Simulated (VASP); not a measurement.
Energy against volume of Rb (bcc). These are optB88-vdW, VASP's PBE PAW potentials (set 64) (plane waves; VASP) values and carry that method's errors.

```
V (Å³/atom)  E (eV/atom)
-----------  -----------
78.604           1.21447
81.112           1.21226
83.621           1.21175
86.129           1.21273
88.638           1.21499
```

**Question.** Fit a third-order Birch-Murnaghan equation of state.

**Answer.** 
| Property | Value |
|---|---|
| volume per atom | 83.16 Å³/atom |
| bulk modulus | 3.2 GPa |
| pressure derivative of the bulk modulus | 3.80 |
| lattice constant a | 5.500 Å |

Measured: a 5.576 Å at 0 K (computed value off by -1.4 %), as given by Gábor I. Csonka et al., Physical Review B (2009), arXiv:0903.4037 [low-temperature or extrapolated to 0 K; zero-point anharmonic expansion removed].

The compound is Rb in the bcc structure. It was relaxed first, which changed the volume by -8 %.
